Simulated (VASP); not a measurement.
Write the native input for VASP 6.6.1 that does the following.

```
Task                   : relaxation of cell and atoms
Functional             : PBEsol
Potentials or basis    : VASP PAW PBE potentials, release 64 (Ti_sv)
Cutoff                 : 600 eV
k mesh                 : 15 × 15 × 8
Occupations            : methfessel-paxton, width 0.1 eV
Spin                   : no spin polarisation
Further INCAR settings : ALGO = Normal; EDIFF = 1e-07; IBRION = 2; EDIFFG = -0.005; NSW = 90; ISIF = 3
```

The structure of Ti lies in POSCAR:

```
Ti                                      
1.0
    2.9021000136     -0.0000000000      0.0000000000
   -1.4510500068      2.5132923362      0.0000000000
    0.0000000000      0.0000000000      4.5750142052
  Ti            
     2
Direct
     0.3333333332999970    0.6666666667000030    0.2500000000000000
     0.6666666667000030    0.3333333332999970    0.7500000000000000
```

The input as run:

INCAR

```
  PREC = Accurate
  ENCUT = 600
  EDIFF = 1E-7
  ISMEAR = 1
  SIGMA = 0.1
  LREAL = F
  LASPH = T
  NELM = 80
  ALGO = Normal
  ISIF = 3
  LWAVE = F
  LCHARG = F
  GGA = PS
  IBRION = 2
  NSW = 90
  EDIFFG = -0.005
  KPAR = 4
```

KPOINTS

```
Automatic mesh
0
Gamma
  15 15 8
```

Potentials or basis: VASP PAW PBE potentials, release 64 (Ti_sv).

Command:

```bash
$ cat potpaw_PBE.64/Ti_sv/POTCAR > POTCAR
$ mpirun -np 4 vasp_std > vasp.out
```

It gave:

```
Pressure after relaxing : 0.0 GPa
Band gap on the k mesh  : none (metal or under the smearing width)
```

Caveat: the relaxation stopped at its first step, so nothing moved; the PAW data sets were made with another functional, which shifts forces and pressure a little.

It took 21 s on 4 MPI ranks on Intel(R) Xeon(R) Platinum 8259CL CPU @ 2.50GHz (Skylake/Cascade Lake) (shared host), peak memory 0.2 GiB a rank.
